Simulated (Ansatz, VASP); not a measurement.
# Cross-check of CoSi2 between VASP and Ansatz, part 2 of 2

Aim: how closely do two programs agree when they are given the same cell, functional and k mesh? The cell is taken from a series of runs on this material, whose earlier steps may have relaxed, scaled, displaced or heated it; both programs get it as it stands.

VASP 6.6.1 and Ansatz 0.2.0.

So far: The starting structure; Ansatz: zone-centre phonons, LDA.

### Step 3. VASP: zone-centre phonons, LDA

Level of this step: LDA, no spin polarisation; plane waves and PAW (Si, Co) (VASP).

The same cell, functional (in two slightly different forms), mesh and smearing now go to VASP, with its own data sets.

Lines of VASP's logs that name or quote its potential files are left out, and so is its time.

INCAR

```
SYSTEM = CoSi2
PREC = Accurate
ENCUT = 600
EDIFF = 1E-08
NELM = 120
ISMEAR = 1
SIGMA = 0.2
LREAL = .FALSE.
ALGO = Normal
GGA = PW92
NBANDS = 14
LASPH = .TRUE.
LORBIT = 11
LWAVE = .FALSE.
LCHARG = .FALSE.
ISIF = 2
IBRION = 8
GGA_COMPAT = .FALSE.
KPAR = 2
```

POSCAR

```
CoSi2
1.0
    0.0000000000      2.6370298316      2.6370298316
    2.6370298316      0.0000000000      2.6370298316
    2.6370298316      2.6370298316      0.0000000000
Si Co
2 1
Direct
    0.2500000000      0.2500000000      0.2500000000
    0.7500000000      0.7500000000      0.7500000000
    0.0000000000      0.0000000000      0.0000000000
```

KPOINTS

```
Automatic mesh
0
Gamma
16 16 16
0 0 0
```

The projector-augmented-wave data sets are Si and Co (LDA family, release 64).

On the command line:

```sh
$ mpirun -np 2 vasp_std
```

Numbers of over 12 decimals in the logs are rounded to 6 here.

The program printed:

```text
[banner, memory and clock lines left out]
running    2 mpi-ranks, on    1 nodes
 distrk:  each k-point on    1 cores,    2 groups
 distr:  one band on    1 cores,    1 groups

 POSCAR found type information on POSCAR SiCo
 POSCAR found :  2 types and       3 ions
|                                                                             |
|               ----> ADVICE to this user running VASP <----                  |
|                                                                             |
|     You enforced a specific xc type in the INCAR file but a different       |
|     [... a line on the potential file left out ...]
|     I HOPE YOU KNOW WHAT YOU ARE DOING!                                     |
|                                                                             |

 LDA part: xc-table for (Slater(with rela. corr.)+PW92), standard interpolation
 POSCAR, INCAR and KPOINTS ok, starting setup
 FFT: planning ... GRIDC
 FFT: planning ... GRID_SOFT
 FFT: planning ... GRID
 WAVECAR not read
 entering main loop
       N       E                     dE             d eps       ncg     rms          rms(c)
DAV:   1     0.720960020590E+02    0.72096E+02   -0.76869E+03  4076   0.132E+03
DAV:   2    -0.189272197425E+02   -0.91023E+02   -0.82750E+02  4186   0.246E+02
DAV:   3    -0.232427209836E+02   -0.43155E+01   -0.42099E+01  5356   0.605E+01
DAV:   4    -0.233323615448E+02   -0.89641E-01   -0.89544E-01  4844   0.811E+00
DAV:   5    -0.233351522975E+02   -0.27908E-02   -0.27904E-02  5546   0.153E+00    0.146E+01
DAV:   6    -0.259532761664E+02   -0.26181E+01   -0.25606E+01  4772   0.112E+02    0.158E+01
DAV:   7    -0.219843647552E+02    0.39689E+01   -0.11509E+01  5214   0.886E+01    0.382E+00
DAV:   8    -0.219572656116E+02    0.27099E-01   -0.73952E-01  4856   0.584E+00    0.182E+00
DAV:   9    -0.219237866498E+02    0.33479E-01   -0.92798E-02  5142   0.640E+00    0.445E-01
DAV:  10    -0.219235304939E+02    0.25616E-03   -0.68517E-03  5592   0.119E+00    0.127E-01
DAV:  11    -0.219233622440E+02    0.16825E-03   -0.71498E-04  5462   0.535E-01    0.354E-02
DAV:  12    -0.219233638312E+02   -0.15873E-05   -0.35531E-05  5008   0.527E-02    0.125E-02
DAV:  13    -0.219233633673E+02    0.46395E-06   -0.24671E-06  6448   0.247E-02    0.561E-03
DAV:  14    -0.219233634538E+02   -0.86495E-07   -0.24362E-07  6040   0.443E-03    0.277E-03
DAV:  15    -0.219233633647E+02    0.89056E-07   -0.17809E-07  6112   0.837E-03    0.547E-04
DAV:  16    -0.219233633658E+02   -0.11182E-08   -0.15047E-08  3380   0.924E-04
   1 F= -.21923363E+02 E0= -.21923649E+02  d E =0.856875E-03
 Linear response reoptimize wavefunctions to high precision
DAV:   1    -0.219233633661E+02   -0.25193E-09   -0.11130E-09  3518   0.497E-04
DAV:   2    -0.219233633661E+02   -0.20464E-10   -0.16833E-10  2858   0.126E-04
 Linear response DOF=           2
 Linear response progress:
  Degree of freedom:   1/  2
       N       E                     dE             d eps       ncg     rms          rms(c)
RMM:   1    -0.213955583785E-01   -0.21396E-01    0.25482E-02 42812   0.137E+00
RMM:   2    -0.184104966582E-01    0.29851E-02   -0.58386E-04 24625   0.618E-01    0.108E-01
RMM:   3    -0.186849927998E-01   -0.27450E-03   -0.65154E-04 28841   0.196E-01    0.560E-02
RMM:   4    -0.189073122051E-01   -0.22232E-03   -0.10205E-04 26794   0.807E-02    0.902E-03
RMM:   5    -0.188981493865E-01    0.91628E-05   -0.98114E-06 30087   0.250E-02    0.575E-03
RMM:   6    -0.188701913229E-01    0.27958E-04   -0.20254E-06 29600   0.109E-02    0.179E-03
RMM:   7    -0.188840286985E-01   -0.13837E-04   -0.34832E-07 26754   0.535E-03    0.716E-04
RMM:   8    -0.188859741110E-01   -0.19454E-05   -0.64792E-08 29965   0.231E-03    0.388E-04
RMM:   9    -0.188857831484E-01    0.19096E-06   -0.12034E-08 30912   0.593E-04    0.961E-05
RMM:  10    -0.188858559060E-01   -0.72758E-07   -0.81030E-09 31897   0.173E-04    0.199E-05
RMM:  11    -0.188858415798E-01    0.14326E-07   -0.43493E-09 31812   0.586E-05    0.947E-06
RMM:  12    -0.188858286554E-01    0.12924E-07   -0.44498E-09 32703   0.232E-05    0.229E-06
RMM:  13    -0.188858149204E-01    0.13735E-07   -0.57340E-09 31979   0.119E-05    0.721E-07
RMM:  14    -0.188858160672E-01   -0.11468E-08   -0.32742E-09 26578   0.771E-06    0.297E-07
 first order change of Fermi-energy  -0.45173E-06
 force on displaced ion       1 direction 1 :  -9.511   0.000   0.000
 Linear response progress:
  Degree of freedom:   2/  2
       N       E                     dE             d eps       ncg     rms          rms(c)
RMM:   1    -0.177888995423E+00   -0.17789E+00   -0.13289E-01 15952   0.272E+00
RMM:   2    -0.174386506740E+00    0.35025E-02   -0.32148E-03 13851   0.768E-01    0.192E-01
RMM:   3    -0.174324622104E+00    0.61885E-04   -0.67647E-04 15308   0.196E-01    0.112E-01
RMM:   4    -0.174897171338E+00   -0.57255E-03   -0.34684E-04 16352   0.133E-01    0.107E-02
RMM:   5    -0.174895553820E+00    0.16175E-05   -0.18790E-05 16367   0.372E-02    0.569E-03
RMM:   6    -0.174894582377E+00    0.97144E-06   -0.15014E-06 14962   0.130E-02    0.430E-03
RMM:   7    -0.174882675193E+00    0.11907E-04   -0.50818E-07 16349   0.718E-03    0.102E-03
RMM:   8    -0.174875115227E+00    0.75600E-05   -0.40127E-08 17003   0.168E-03    0.415E-04
RMM:   9    -0.174871862064E+00    0.32532E-05   -0.17025E-09 16242   0.468E-04    0.627E-05
RMM:  10    -0.174871783868E+00    0.78197E-07   -0.21851E-10 17331   0.150E-04    0.251E-05
RMM:  11    -0.174871751227E+00    0.32641E-07    0.89600E-12 16547   0.737E-05    0.585E-06
RMM:  12    -0.174871724926E+00    0.26301E-07   -0.12042E-10 17769   0.297E-05    0.183E-06
RMM:  13    -0.174871736815E+00   -0.11889E-07    0.19453E-11 18210   0.182E-05    0.423E-07
RMM:  14    -0.174871732315E+00    0.45000E-08   -0.58449E-11 15372   0.129E-05    0.210E-07
 first order change of Fermi-energy   0.35842E-03
 force on displaced ion       3 direction 1 : -12.990   0.000   0.000
 Linear response finished
```

From OUTCAR (step 3):

```text
ion  position               nearest neighbor table
   1  0.250  0.250  0.250-   3 2.28   3 2.28   3 2.28   3 2.28   2 2.64   2 2.64   2 2.64   2 2.64
                             2 2.64   2 2.64
   2  0.750  0.750  0.750-   3 2.28   3 2.28   3 2.28   3 2.28   1 2.64   1 2.64   1 2.64   1 2.64
                             1 2.64   1 2.64
   3  0.000  0.000  0.000-   2 2.28   2 2.28   2 2.28   1 2.28   2 2.28   1 2.28   1 2.28   1 2.28

  LATTYP: Found a face centered cubic cell.
 ALAT       =     5.2740596632

 Subroutine GETGRP returns: Found 48 space group operations
 (whereof 48 operations were pure point group operations)

The static configuration has the point symmetry O_h .

 Found    145 irreducible k-points:

   k-points           NKPTS =    145   k-points in BZ     NKDIM =    145   number of bands    NBANDS=     14

   dimension x,y,z NGX =    30 NGY =   30 NGZ =   30
   dimension x,y,z NGXF=    60 NGYF=   60 NGZF=   60

   ENCUT  =  600.0 eV  44.10 Ry    6.64 a.u.   7.45  7.45  7.45*2*pi/ulx,y,z

   NELECT =      17.0000    total number of electrons

 k-points in reciprocal lattice and weights: Automatic mesh
   0.00000000  0.00000000  0.00000000       0.000
   0.06250000  0.00000000  0.00000000       0.002
   0.12500000  0.00000000  0.00000000       0.002
   0.18750000  0.00000000  0.00000000       0.002
   0.25000000  0.00000000  0.00000000       0.002
   0.31250000  0.00000000  0.00000000       0.002
   0.37500000  0.00000000  0.00000000       0.002
   0.43750000  0.00000000  0.00000000       0.002
   0.50000000  0.00000000  0.00000000       0.001
[...]
-0.31250000  0.50000000  0.18750000       0.003
  -0.25000000  0.50000000  0.25000000       0.001

 average (electrostatic) potential at core
       1 -80.3599       2 -80.3599       3 -77.4837

  Total        0.0002025      0.0002025      0.0002025     -0.0000000      0.0000000     -0.0000000
  in kB        0.0088461      0.0088461      0.0088461     -0.0000000      0.0000000     -0.0000000
  external PRESSURE =       0.0088461 kB  Pullay stress =       0.0000000 kB

  energy-cutoff  :      600.00
  volume of cell :       36.68
      direct lattice vectors                 reciprocal lattice vectors
     0.000000000  2.637029832  2.637029832    -0.189607260  0.189607260  0.189607260
     2.637029832  0.000000000  2.637029832     0.189607260 -0.189607260  0.189607260
     2.637029832  2.637029832  0.000000000     0.189607260  0.189607260 -0.189607260

 POSITION                                       TOTAL-FORCE (eV/Angst)
 -----------------------------------------------------------------------------------
      1.31851      1.31851      1.31851         0.000000      0.000000      0.000000
      3.95554      3.95554      3.95554        -0.000000     -0.000000     -0.000000
      0.00000      0.00000      0.00000         0.000000      0.000000      0.000000
 -----------------------------------------------------------------------------------
    total drift:                                0.000000     -0.000000     -0.000000

 Eigenvectors and eigenvalues of the dynamical matrix
 ----------------------------------------------------

   1 f  =   10.508175 THz    66.024813 2PiTHz  350.515001 cm-1    43.458302 meV
             X         Y         Z           dx          dy          dz
      1.318515  1.318515  1.318515     0.290661    0.414234   -0.000000
      3.955545  3.955545  3.955545     0.290661    0.414234    0.000000
      0.000000  0.000000  0.000000    -0.401189   -0.571751    0.000000

   2 f  =   10.508175 THz    66.024813 2PiTHz  350.515001 cm-1    43.458302 meV
             X         Y         Z           dx          dy          dz
      1.318515  1.318515  1.318515     0.000000    0.000000   -0.506038
      3.955545  3.955545  3.955545     0.000000    0.000000   -0.506038
      0.000000  0.000000  0.000000     0.000000    0.000000    0.698464

   3 f  =   10.508175 THz    66.024813 2PiTHz  350.515001 cm-1    43.458302 meV
             X         Y         Z           dx          dy          dz
      1.318515  1.318515  1.318515     0.414234   -0.290661   -0.000000
      3.955545  3.955545  3.955545     0.414234   -0.290661    0.000000
      0.000000  0.000000  0.000000    -0.571751    0.401189    0.000000

   4 f  =   10.439501 THz    65.593319 2PiTHz  348.224269 cm-1    43.174287 meV
             X         Y         Z           dx          dy          dz
      1.318515  1.318515  1.318515     0.117841   -0.697218    0.000000
      3.955545  3.955545  3.955545    -0.117841    0.697218   -0.000000
      0.000000  0.000000  0.000000     0.000000    0.000000    0.000000

   5 f  =   10.439501 THz    65.593319 2PiTHz  348.224269 cm-1    43.174287 meV
             X         Y         Z           dx          dy          dz
      1.318515  1.318515  1.318515     0.000000   -0.000000   -0.707107
      3.955545  3.955545  3.955545    -0.000000    0.000000    0.707107
      0.000000  0.000000  0.000000     0.000000   -0.000000    0.000000

   6 f  =   10.439501 THz    65.593319 2PiTHz  348.224269 cm-1    43.174287 meV
             X         Y         Z           dx          dy          dz
      1.318515  1.318515  1.318515    -0.697218   -0.117841   -0.000000
      3.955545  3.955545  3.955545     0.697218    0.117841    0.000000
      0.000000  0.000000  0.000000    -0.000000    0.000000    0.000000

   7 f/i=    0.001533 THz     0.009634 2PiTHz    0.051147 cm-1     0.006341 meV
             X         Y         Z           dx          dy          dz
      1.318515  1.318515  1.318515    -0.028765   -0.406861    0.278501
      3.955545  3.955545  3.955545    -0.028765   -0.406861    0.278501
      0.000000  0.000000  0.000000    -0.041680   -0.589542    0.403548

   8 f/i=    0.001533 THz     0.009634 2PiTHz    0.051147 cm-1     0.006341 meV
             X         Y         Z           dx          dy          dz
      1.318515  1.318515  1.318515     0.029201    0.277079    0.407800
      3.955545  3.955545  3.955545     0.029201    0.277079    0.407800
      0.000000  0.000000  0.000000     0.042312    0.401488    0.590902

   9 f/i=    0.001533 THz     0.009634 2PiTHz    0.051147 cm-1     0.006341 meV
             X         Y         Z           dx          dy          dz
      1.318515  1.318515  1.318515     0.492185   -0.040217   -0.007918
      3.955545  3.955545  3.955545     0.492185   -0.040217   -0.007918
      0.000000  0.000000  0.000000     0.713176   -0.058274   -0.011473

 ELASTIC MODULI CONTR FROM IONIC RELAXATION (kBar)
 Direction    XX          YY          ZZ          XY          YZ          ZX
 --------------------------------------------------------------------------------
 XX          -0.0000     -0.0000     -0.0000     -0.0000     -0.0000     -0.0000
 YY          -0.0000     -0.0000     -0.0000     -0.0000     -0.0000     -0.0000
 ZZ          -0.0000     -0.0000     -0.0000     -0.0000     -0.0000     -0.0000
 XY          -0.0000     -0.0000     -0.0000   -613.8399      0.0000      0.0000
 YZ          -0.0000     -0.0000     -0.0000      0.0000   -613.8399      0.0000
 ZX          -0.0000     -0.0000     -0.0000      0.0000      0.0000   -613.8399
 --------------------------------------------------------------------------------
```

This run has no spin polarisation, so a moment on Co, if there is one, isn't seen. Its electron count is odd, so without a moment it is a metal by construction.

### Step 4. Side by side

Known differences besides the potentials themselves: the data sets hold 25 valence electrons in Ansatz (on its PAW soft_1 files) and 17 in VASP; the cutoff is 420 eV in Ansatz and 600 eV in VASP; VASP's log shows a relativistic correction to its local exchange, Ansatz's none. Total energies have different zeros and are not compared.

Both answers:

| quantity | Ansatz | VASP | difference |
| --- | --- | --- | --- |
| optical mode 1 to 3 (cm⁻¹) | 347.6 | 348.2 | -0.18 % |
| optical mode 4 to 6 (cm⁻¹) | 348.1 | 350.5 | -0.68 % |

Modes are paired by rising frequency, not by their patterns, so a pair may set unlike modes beside each other; they are those without the splitting of longitudinal modes.

### Step 5. Summary of results

| Quantity | Value |
| --- | --- |
| r.m.s. difference of the optical zone-centre modes, each program's sorted by frequency (zone-centre phonons, LDA) | 1.7 cm⁻¹ |
| difference in optical mode 4 to 6 (zone-centre phonons, LDA) | -0.7 % |

What this shows: The r.m.s. difference of the optical zone-centre modes, each program's sorted by frequency is 1.7 cm⁻¹ (zone-centre phonons, LDA). The data sets hold unlike numbers of valence electrons (25 in Ansatz and 17 in VASP), so part of the differences comes from the potentials. Among the rows given in per cent, the largest difference of the zone-centre phonons, LDA pair is in optical mode 4 to 6, -0.7 %. Such differences can come from data sets, numerical settings and the points named under the comparisons, not from the functional's error against experiment.

[Lines on the potential files, build, host, timing and source positions are cut from VASP's logs without a mark.]

[Logs are printed without paths, hosts, clocks, repeated set-up lines and the standing remarks that a program may print on its own settings, such as how far it seeks lower states.]

[Hosts, paths, dates, database ids (printed as entryN), source tags and the programs' standing remarks are cut or masked in the printed files.]
